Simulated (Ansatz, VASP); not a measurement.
# LiCNO in two plane-wave programs

Aim: how closely do two programs agree when they are given the same cell, functional and k mesh? Of the first pair: The structure shown is the start of the Ansatz relaxation below; VASP solves that cell, so the two are compared at the walk's first step.

Program: Ansatz 0.2.0. Level of theory: plane waves, with VASP 6.6.1 beside it; single point at PBEsol with D3(BJ). Results are calculated unless marked as measured.

## Step 1: Set-up

Symmetry: R3m, No. 160, trigonal system. Conventional cell: a = 3.148 Å, b = 3.148 Å, c = 14.039 Å, α = 90.00°, β = 90.00°, γ = 120.00°. Nearest to Li lie 3 N at 2.10 Å and 3 O at 2.20 Å. Nearest to C lie 1 N at 1.18 Å and 1 O at 1.21 Å. Nearest to N lie 1 C at 1.18 Å and 3 Li at 2.10 Å. Nearest to O lie 1 C at 1.21 Å and 3 Li at 2.20 Å. Farther neighbours and most contacts between anions are not listed.

Coordinates:

```cif
data_structure
_symmetry_space_group_name_H-M 'P 1'
_symmetry_Int_Tables_number 1
_cell_length_a 5.0202
_cell_length_b 5.0202
_cell_length_c 5.0202
_cell_angle_alpha 36.542
_cell_angle_beta 36.542
_cell_angle_gamma 36.542
_cell_volume 40.16
loop_
_atom_site_label
_atom_site_type_symbol
_atom_site_fract_x
_atom_site_fract_y
_atom_site_fract_z
_atom_site_occupancy
Li1 Li 0.00536 0.00536 0.00536 1
C2 C 0.49754 0.49754 0.49754 1
N3 N 0.41370 0.41370 0.41370 1
O4 O 0.58340 0.58340 0.58340 1
```

## Step 2: Ansatz: relaxation, PBEsol with D3(BJ)

Ansatz runs on its default PAW (the set named soft_2) files.

The two programs are compared at the cell with which this relaxation starts, whose forces are those of its first step.

input.yaml reads:

```yaml
crystal:
  lattice:
    - [1.5738945859, 0.9086884628, 4.6796962546]
    - [-1.5738945859, 0.9086884628, 4.6796962546]
    - [0.0, -1.8173769257, 4.6796962545]
  atoms:
    - { symbol: Li, position: [0.0053609377, 0.0053609377, 0.0053609377] }
    - { symbol: C, position: [0.497536122, 0.497536122, 0.497536122] }
    - { symbol: "N", position: [0.4137046537, 0.4137046537, 0.4137046537] }
    - { symbol: O, position: [0.5833982866, 0.5833982866, 0.5833982866] }
kpoints:
  mp_grid: { grid: [9, 9, 9] }
hamiltonian:
  xc: pbesol
  dispersion: d3bj
scf:
  occupations: { method: fixed }
output:
  forces: true
  stress: true
  eigenvalues: true
  write_density: true
  write_potential: true
  elf: true
  volumetric_format: npy
relax:
  adjacent_minimum: "off"
  f_tol: 0.001
  max_steps: 60
  cell: { stress_tol: 0.01, fix: [volume] }
```

Command:

```
$ ansatz run input.yaml --threads 4 --pin off --max-ram 7168MiB --backend cpu --events-out ev --progress --plain --runs-dir out
```

Numbers of over 12 decimals in the logs are rounded to 6 here.

The program printed:

```text
basis.fft_grid_basis auto: the FFT boxes are laid along the combinations [[1, -1, 0], [0, 1, 0], [0, -1, 1]] of the cell's own vectors, 3.148, 5.020 and 3.148 Å long. The dense box has 24×36×24 points. Along the cell's own vectors, as sized, it would have 36×36×36, 2.25 times as many. Of the 6 symmetry operations that the crystal satisfies within crystal.symmetry.tolerance (time reversal apart; of a slab, those that  [...]
Engine: ansatz 0.2.0, aarch64-unknown-linux-gnu
Pseudopotentials: kind: paw
Pseudopotential: Li, paw, valence charge 3, recommended cutoff 420 eV (normal), Li.paw.azcp
Pseudopotential: C, paw, valence charge 4, recommended cutoff 420 eV (normal), C.paw.azcp
Pseudopotential: N, paw, valence charge 5, recommended cutoff 420 eV (normal), N.paw.azcp
Pseudopotential: O, paw, valence charge 6, recommended cutoff 420 eV (normal), O.paw.azcp
Functional definition: PBEsol
  exchange = pbesol_x
  correlation = pbesol_c
Crystal: 4 atoms, lattice volume = 40.157 Å³
Basis set: ecut = 420 eV, 783 PW (Γ), FFT grids on a1−a2, a2, −a2+a3, exchange–correlation on 48×72×48 points (8 copies of the dense FFT grid, shifted against one another)
Bands: 13, of which v1, the nominal top of the filled ones, is band 9 counted from 1 (8 counted from 0)
Symmetry: 6 space group operations
Space group: R3m (ITA 160), of the structure as read, at distance tolerance 3.4e-5 Å
k-points: 85 of 729 (time reversal used)
Non-local potential: Li, projectors of the file, l = 0: 3, l = 1: 2, l = 2: 1
Non-local potential: C, projectors of the file, l = 0: 2, l = 1: 2, l = 2: 1
Non-local potential: N, projectors of the file, l = 0: 2, l = 1: 2, l = 2: 1
Non-local potential: O, projectors of the file, l = 0: 2, l = 1: 2, l = 2: 1
PAW form: soft (Blöchl's): semilocal exchange-correlation on the pseudo side does not see the compensation charge
PAW frozen core: C, regenerated for the run's functional, and the local potential with it (the file was generated under x = pbe(κ = 0.804, μ = 0.219515), c = pbe(β = 0.066725))
PAW frozen core: N, regenerated for the run's functional, and the local potential with it (the file was generated under x = pbe(κ = 0.804, μ = 0.219515), c = pbe(β = 0.066725))
PAW frozen core: O, regenerated for the run's functional, and the local potential with it (the file was generated under x = pbe(κ = 0.804, μ = 0.219515), c = pbe(β = 0.066725))
PAW one-centre angular grid: Li, 110 points (default); XC on 64 Gauss nodes
PAW one-centre angular grid: C, 110 points (default); XC on 64 Gauss nodes
PAW one-centre angular grid: N, 110 points (default); XC on 64 Gauss nodes
PAW one-centre angular grid: O, 110 points (default); XC on 64 Gauss nodes
Initial density: superposition of atomic densities (neutral atoms: chi_scale 0, normalization atom), corrected by the library's trained network
Initial wavefunctions: pseudopotential atomic-orbital guess
Functional: x = pbesol(κ = 0.804, μ = 0.123457), c = pbesol(β = 0.046)
SCF iter   1: F=—  HF=-1390.824033 eV  |F-HF|=—  |Δ(HF+E_count)|=         —  Δρ=9.60e-3  dr2=3.57e-2  ethr=1.77e-3  ⟨swp⟩=4.0  Hψ=5295  notcnv=0  defer=122
preconditioner: auto → none  [insulator: Δε(μ)=4.681 eV  Ē_g=15.851 eV  n_scr=8 (ndim 8)  ℏωp=23.4 eV  f_vac=0.002  ε∞_Penn≈3.2]
SCF iter   2: F=—  HF=-1390.818747 eV  |F-HF|=—  |Δ(HF+E_count)|=   5.29e-3  Δρ=6.02e-3  dr2=1.74e-2  ethr=1.98e-4  ⟨swp⟩=2.0  Hψ=2562  notcnv=0  defer=158
SCF iter   3: F=—  HF=-1390.815549 eV  |F-HF|=—  |Δ(HF+E_count)|=   3.20e-3  Δρ=1.76e-3  dr2=1.54e-3  ethr=9.65e-5  ⟨swp⟩=2.0  Hψ=1877  notcnv=0  defer=163
SCF iter   4: F=—  HF=-1390.815447 eV  |F-HF|=—  |Δ(HF+E_count)|=   1.02e-4  Δρ=5.62e-4  dr2=8.28e-5  ethr=8.55e-6  ⟨swp⟩=2.0  Hψ=1541  notcnv=0  defer=165
SCF iter   5: F=—  HF=-1390.815523 eV  |F-HF|=—  |Δ(HF+E_count)|=   7.58e-5  Δρ=2.65e-4  dr2=1.56e-5  ethr=4.60e-7  ⟨swp⟩=2.1  Hψ=1839  notcnv=0  defer=77
SCF iter   6: F=—  HF=-1390.815545 eV  |F-HF|=—  |Δ(HF+E_count)|=   2.22e-5  Δρ=5.32e-5  dr2=3.79e-7  ethr=8.68e-8  ⟨swp⟩=2.8  Hψ=1804  notcnv=0  defer=132
[...]
SCF iter   2: F=—  HF=-1390.827823 eV  |F-HF|=—  |Δ(HF+E_count)|=   8.04e-6  Δρ=1.16e-4  dr2=4.87e-6  ethr=3.60e-8  ⟨swp⟩=2.0  Hψ=1700  notcnv=0  defer=5
SCF iter   3: F=—  HF=-1390.827822 eV  |F-HF|=—  |Δ(HF+E_count)|=   8.75e-7  Δρ=6.41e-5  dr2=5.39e-7  ethr=2.71e-8  ⟨swp⟩=2.2  Hψ=1606  notcnv=0  defer=5
SCF iter   4: F=—  HF=-1390.827822 eV  |F-HF|=—  |Δ(HF+E_count)|=   4.43e-8  Δρ=2.56e-5  dr2=9.78e-8  ethr=3.00e-9  ⟨swp⟩=2.8  Hψ=1794  notcnv=0  defer=5
SCF iter   5: F=-1390.827822 eV  HF=-1390.827822 eV  |F-HF|=7.66e-11  |Δ(HF+E_count)|=   1.03e-8  Δρ=6.27e-6  dr2=4.03e-9  ethr=1.17e-10  ⟨swp⟩=8.9  Hψ=8203  notcnv=0
SCF 8 converged in 5 iterations: F = -1390.827822 eV  dr2 = 4.03e-9
relax step   8: F+E_penalty+E_count = -1390.82782209 eV  Δ(F+E_penalty+E_count) = +2.472e-5 eV  max|allowed force component| = 8.180e-4 eV/Å  Δτ_max = 0.0008 Å  P = +1.262 GPa  Ω = 40.157 Å³  energy of the carried Pulay correction = -3.616e-5 eV  fix = [volume]  reactions: volume +1.262 GPa  (5 SCF iters, dr2 threshold 2.11e-8 eV, accepted)
[...]
relax step   9: F+E_penalty+E_count = -1390.82780981 eV  Δ(F+E_penalty+E_count) = +1.228e-5 eV  max|allowed force component| = 8.056e-4 eV/Å  Δτ_max = 0.0000 Å  P = +1.263 GPa  Ω = 40.157 Å³  fix = [volume]  reactions: volume +1.263 GPa  stress off target by 1.34e-2 GPa on what of the cell is left free  SCF on the basis re-selected at this cell (its energy is not comparable with the rows above)  (6 SCF iters)
[...]
relax step  10: F+E_penalty+E_count = -1390.82780608 eV  Δ(F+E_penalty+E_count) = +3.729e-6 eV  max|allowed force component| = 1.786e-5 eV/Å  Δτ_max = 0.0001 Å  P = +1.267 GPa  Ω = 40.157 Å³  energy of the carried Pulay correction = -3.862e-6 eV  fix = [volume]  reactions: volume +1.267 GPa  (5 SCF iters, dr2 threshold 4.48e-10 eV, accepted)
[...]
relax step  11: F+E_penalty+E_count = -1390.82781364 eV  Δ(F+E_penalty+E_count) = -7.562e-6 eV  max|allowed force component| = 1.911e-5 eV/Å  Δτ_max = 0.0000 Å  P = +1.267 GPa  Ω = 40.157 Å³  fix = [volume]  reactions: volume +1.267 GPa  stress off target by 1.03e-3 GPa on what of the cell is left free  SCF on the basis re-selected at this cell (its energy is not comparable with the rows above)  (5 SCF iters)
basis re-selected at this cell: Δ(F+E_penalty+E_count) = -7.562e-6 eV, ΔP = +0.000 GPa vs the last step (what re-selecting the basis moved, of the pressure what is left beyond the Pulay correction that the steps carried, after the strain that the cell walked since its last selection, with what the two solves' SCF thresholds leave and, on support functions, any second-order correction that the steps lacked; it is no m [...]
SCF converged after 5 iterations
Free energy (F): -1390.827814 eV
Harris-Foulkes:  -1390.827814 eV  (|F-HF|=6.82e-13)
Internal energy: -1390.827814 eV  (E = F + TS)
E sigma→0 (E₀):  -1390.827814 eV
Fermi energy:    2.600530 eV
--- Per-component energies (eV) ---
  E_band       = -159.000192
  E_kinetic    = 416.066737
  E_local      = -934.873218  (includes V_loc(G=0)·N_el)
  E_nonlocal   = 91.023998
  E_hartree    = 291.268084
  E_xc         = -188.277111
  E_vxc        = -239.180442  (∫ρ·V_xc dr)
  E_paw        = -390.775975  (= ΣΔE_a)
  E_vpaw       = -74.576019  (= ΣTr[D̂ρ^β])
  E_aug_tail   = 0.002583  (compensation charges beyond the density's cutoff)
  E_ewald      = -674.936400
  E_disp       = -0.410999  (pairwise vdW)
  E_core_change = 0.084487  (= ΣΔE_core)
  E_smearing   = -0.000000  (= −TS)
  E_closure    = -0.000000  (closes the sum)
  Σ components = -1390.827814   (vs F -1390.827814, Δ=0.00e0)
--- Forces (eV/Å), atoms counted from 1 ---
  atom   1  Li     0.00000000     0.00000000    -0.00000317
  atom   2  C      0.00000000    -0.00000000     0.00000788
  atom   3  N      0.00000000     0.00000000    -0.00001930
  atom   4  O      0.00000000    -0.00000000     0.00001384
  max |Σ_I F_I| component: 7.54e-7 eV/Å
--- Stress (GPa, compression-positive) ---
        1.267725       0.000000       0.000000
        0.000000       1.267725       0.000000
       -0.000000       0.000000       1.266187
  P = ⅓ Tr σ = 1.2672 GPa (12.672 kbar)
--- Band table (eV; the first three rows and the last of 85) ---
  k-point 0: bands = [... 5 lower, -1.3517, -0.9620, 2.4434, 2.4434, 7.3232, 10.5940, 10.5940, 12.2005]
  k-point 1: bands = [... 5 lower, -1.4009, -0.9454, 2.1429, 2.3563, 7.7750, 10.2894, 10.5690, 12.6355]
  k-point 2: bands = [... 5 lower, -1.5224, -0.9193, 1.4864, 2.1430, 8.6612, 9.7193, 10.5090, 13.6561]
  k-point 84: bands = [... 5 lower, -1.6206, -1.4649, 2.3548, 2.5391, 8.0968, 10.0653, 10.3173, 13.4609]
--- Relaxed structure (8 steps of the walk, 8 accepted, 3 SCFs on fresh bases) ---
  F+E_penalty+E_count = -1390.82781364 eV   max|allowed force component| = 1.911e-5 eV/Å   (the final SCF, on the basis selected at the relaxed cell)
  cell:  # Å, volume = 40.1568 Å³
    - [1.569233, 0.905997, 4.707540]
    - [-1.569233, 0.905997, 4.707540]
    - [0, -1.811994, 4.707540]
  atoms:
    - { symbol: Li, position: [0.00454112, 0.00454112, 0.00454112] }
    - { symbol: C, position: [0.497765, 0.497765, 0.497765] }
    - { symbol: N, position: [0.413704, 0.413704, 0.413704] }
    - { symbol: O, position: [0.583991, 0.583991, 0.583991] }
```

## Step 3: VASP: single point, PBEsol with D3(BJ), start cell, pair 1

The same cell, functional and mesh now go to VASP, with its own data sets.

Lines of VASP's logs that name or quote its potential files are left out, and so is its time.

INCAR reads:

```
SYSTEM = LiCNO
PREC = Accurate
ENCUT = 650
EDIFF = 1E-06
NELM = 120
ISMEAR = 0
SIGMA = 0.01
LREAL = .FALSE.
ALGO = Normal
GGA = PS
IVDW = 12
NBANDS = 15
LORBIT = 11
LWAVE = .FALSE.
LCHARG = .FALSE.
ISIF = 2
LASPH = .TRUE.
GGA_COMPAT = .FALSE.
EFERMI = MIDGAP
KPAR = 2
```

POSCAR reads:

```
LiCNO
1.0
    1.5738950000      0.9086880000      4.6796960000
   -1.5738950000      0.9086880000      4.6796960000
    0.0000000000     -1.8173770000      4.6796960000
Li C N O
1 1 1 1
Direct
    0.0053609618      0.0053609618      0.0053609588
    0.4975362560      0.4975362560      0.4975359822
    0.4137047268      0.4137047268      0.4137044991
    0.5833984018      0.5833984018      0.5833980808
```

KPOINTS reads:

```
Automatic mesh
0
Gamma
9 9 9
0 0 0
```

Potentials, in the order of the species: Li_sv, C, N and O (PBE family, release 64).

Command:

```
$ mpirun -np 2 vasp_std
```

The program printed:

```text
[banner, memory and clock lines left out]
running    2 mpi-ranks, on    1 nodes
 distrk:  each k-point on    1 cores,    2 groups
 distr:  one band on    1 cores,    1 groups

 POSCAR found type information on POSCAR LiC N O
 POSCAR found :  4 types and       4 ions
|                                                                             |
|               ----> ADVICE to this user running VASP <----                  |
|                                                                             |
|     You enforced a specific xc type in the INCAR file but a different       |
|     [... a line on the potential file left out ...]
|     I HOPE YOU KNOW WHAT YOU ARE DOING!                                     |
|                                                                             |

 LDA part: xc-table for (Slater+PW92), standard interpolation
 POSCAR, INCAR and KPOINTS ok, starting setup
 FFT: planning ... GRIDC
 FFT: planning ... GRID_SOFT
 FFT: planning ... GRID
 WAVECAR not read
 entering main loop
       N       E                     dE             d eps       ncg     rms          rms(c)
DAV:   1     0.910880735251E+02    0.91088E+02   -0.10048E+04  2550   0.135E+03
DAV:   2    -0.263890375488E+02   -0.11748E+03   -0.11185E+03  3296   0.288E+02
DAV:   3    -0.320455815235E+02   -0.56565E+01   -0.56347E+01  3818   0.665E+01
DAV:   4    -0.322462959217E+02   -0.20071E+00   -0.20059E+00  3590   0.103E+01
DAV:   5    -0.322491747156E+02   -0.28788E-02   -0.28785E-02  3642   0.120E+00    0.107E+01
DAV:   6    -0.295654428731E+02    0.26837E+01   -0.64132E+00  3439   0.217E+01    0.493E+00
DAV:   7    -0.293698720729E+02    0.19557E+00   -0.80028E-01  3278   0.717E+00    0.289E+00
DAV:   8    -0.293004212818E+02    0.69451E-01   -0.18376E-01  3239   0.349E+00    0.976E-01
DAV:   9    -0.292965968835E+02    0.38244E-02   -0.18399E-02  3488   0.129E+00    0.312E-01
DAV:  10    -0.292970211121E+02   -0.42423E-03   -0.20538E-03  3551   0.404E-01    0.108E-01
DAV:  11    -0.292972963526E+02   -0.27524E-03   -0.28893E-04  2963   0.182E-01    0.434E-02
DAV:  12    -0.292973468815E+02   -0.50529E-04   -0.10061E-04  3215   0.893E-02    0.110E-02
DAV:  13    -0.292973486398E+02   -0.17583E-05   -0.76686E-06  3523   0.245E-02    0.540E-03
DAV:  14    -0.292973491799E+02   -0.54012E-06   -0.16765E-06  3034   0.121E-02
   1 F= -.29707721E+02 E0= -.29707721E+02  d E =0.000000E+00
```

Parts of OUTCAR (step 3):

```text
ion  position               nearest neighbor table
   1  0.005  0.005  0.005-   3 2.10   3 2.10   3 2.10   4 2.20   4 2.20   4 2.20
   2  0.498  0.498  0.498-   3 1.18   4 1.21
   3  0.414  0.414  0.414-   2 1.18   1 2.10   1 2.10   1 2.10
   4  0.583  0.583  0.583-   2 1.21   1 2.20   1 2.20   1 2.20

  LATTYP: Found a trigonal (rhomboedric) cell.
 ALAT       =     5.0202005941
 COS(alpha) =     0.8034199842

 Subroutine GETGRP returns: Found  6 space group operations
 (whereof  6 operations were pure point group operations)

The static configuration has the point symmetry C_3v.

 Found     85 irreducible k-points:

   k-points           NKPTS =     85   k-points in BZ     NKDIM =     85   number of bands    NBANDS=     15

   dimension x,y,z NGX =    42 NGY =   42 NGZ =   42
   dimension x,y,z NGXF=    84 NGYF=   84 NGZF=   84

   ENCUT  =  650.0 eV  47.77 Ry    6.91 a.u.  10.44 10.44 10.44*2*pi/ulx,y,z

   NELECT =      18.0000    total number of electrons

 k-points in reciprocal lattice and weights: Automatic mesh
   0.00000000  0.00000000  0.00000000       0.001
   0.11111111  0.00000000  0.00000000       0.008
   0.22222222  0.00000000  0.00000000       0.008
   0.33333333 -0.00000000  0.00000000       0.008
   0.44444444  0.00000000  0.00000000       0.008
   0.11111111  0.11111111  0.00000000       0.008
   0.22222222  0.11111111  0.00000000       0.016
   0.33333333  0.11111111 -0.00000000       0.016
   0.44444444  0.11111111  0.00000000       0.016
[...]
0.44444444  0.44444444  0.44444444       0.003
  -0.44444444  0.44444444  0.44444444       0.008

 average (electrostatic) potential at core
       1 -60.9309       2 -54.6782       3 -65.9070       4 -74.5749

 E-fermi :   3.1225

 k-point     1 :       0.0000    0.0000    0.0000
  band No.  band energies     occupation
    ...
      5      -3.3098      2.00000
      6      -3.3098      2.00000
      7      -2.7233      2.00000
      8       0.5765      2.00000
      9       0.5765      2.00000
     10       5.5087      0.00000
     11       8.9056      0.00000
     12       8.9056      0.00000
     13      10.3569      0.00000
     14      14.6801      0.00000
    ...

 k-point     2 :       0.1111    0.0000    0.0000
  band No.  band energies     occupation
    ...
      5      -3.6202      2.00000
      6      -3.3578      2.00000
      7      -2.7091      2.00000
      8       0.2846      2.00000
      9       0.4903      2.00000
     10       5.9627      0.00000
     11       8.5996      0.00000
     12       8.8831      0.00000
     13      10.7869      0.00000
     14      14.5493      0.00000
    ...

 k-point     3 :       0.2222    0.0000    0.0000
  band No.  band energies     occupation
    ...
      5      -4.3229      2.00000
      6      -3.4761      2.00000
      7      -2.6859      2.00000
      8      -0.3542      2.00000
      9       0.2800      2.00000
     10       6.8909      0.00000
     11       7.9982      0.00000
     12       8.8286      0.00000
     13      11.8010      0.00000
     14      13.7423      0.00000
    ...

 Edisp (eV)   -0.41037

  Total       0.09060     0.09060     3.70974     0.00000    -0.00000     0.00000
  in kB       3.61476     3.61476   148.01101     0.00000    -0.00001     0.00000
  external pressure =       51.75 kB  Pullay stress =        0.00 kB

  energy-cutoff  :      650.00
  volume of cell :       40.16
      direct lattice vectors                 reciprocal lattice vectors
     1.573895000  0.908688000  4.679696000     0.317683200  0.183414555  0.071229711
    -1.573895000  0.908688000  4.679696000    -0.317683200  0.183414555  0.071229711
     0.000000000 -1.817377000  4.679696000     0.000000000 -0.366829111  0.071229672

 POSITION                                       TOTAL-FORCE (eV/Angst)
 -----------------------------------------------------------------------------------
      0.00000      0.00000      0.07526         0.000000      0.000000     -0.038128
      0.00000      0.00000      6.98495         0.000000     -0.000000      0.024432
      0.00000      0.00000      5.80804         0.000000      0.000000     -1.416831
      0.00000     -0.00000      8.19038         0.000000     -0.000000      1.430526
 -----------------------------------------------------------------------------------
    total drift:                                0.000000     -0.001437      0.000484

  FREE ENERGIE OF THE ION-ELECTRON SYSTEM (eV)
  ---------------------------------------------------
  free  energy   TOTEN  =       -29.7077208286 eV

  energy  without entropy=      -29.7077208286  energy(sigma->0) =      -29.70772083

 total charge
# of ion       s       p       d       tot
------------------------------------------
    1        2.014   0.048   0.000   2.062
    2        0.940   1.834   0.000   2.774
    3        1.281   2.621   0.000   3.902
    4        1.570   3.613   0.000   5.183
--------------------------------------------------
tot          5.804   8.116   0.000  13.920

[... 3 further parts left out ...]
```

The run ends at a pressure of 5.17 GPa, with forces up to 1.4 eV/Å.

## Step 4: Comparison

Known differences besides the potentials themselves: fixed occupations in Ansatz, narrow Gaussian smearing in VASP; the cutoff is 420 eV in Ansatz and 650 eV in VASP; Ansatz makes its cores anew for this functional, VASP keeps those of its PBE data sets. Total energies have different zeros and are not compared.

Forces (eV/Å; atoms numbered as in POSCAR):

```csv
atom,"Ansatz x, y, z","VASP x, y, z"
Li1,"0.000, 0.000, -0.022","0.000, 0.000, -0.038"
C2,"0.000, 0.000, 0.221","0.000, 0.000, 0.024"
N3,"0.000, 0.000, -1.154","0.000, 0.000, -1.417"
O4,"0.000, 0.000, 0.955","0.000, 0.000, 1.431"
```

The forces differ by 167 meV/Å r.m.s., which is 28.7 % of the r.m.s. force of 0.581 eV/Å (both taken over all components).

[end of part 1 of 2]

[Lines on the potential files, build, host, timing and source positions are cut from VASP's logs without a mark.]

[Logs are printed without paths, hosts, clocks, repeated set-up lines and the standing remarks that a program may print on its own settings, such as how far it seeks lower states.]

[Hosts, paths, dates, database ids (printed as entryN), source tags and the programs' standing remarks are cut or masked in the printed files.]
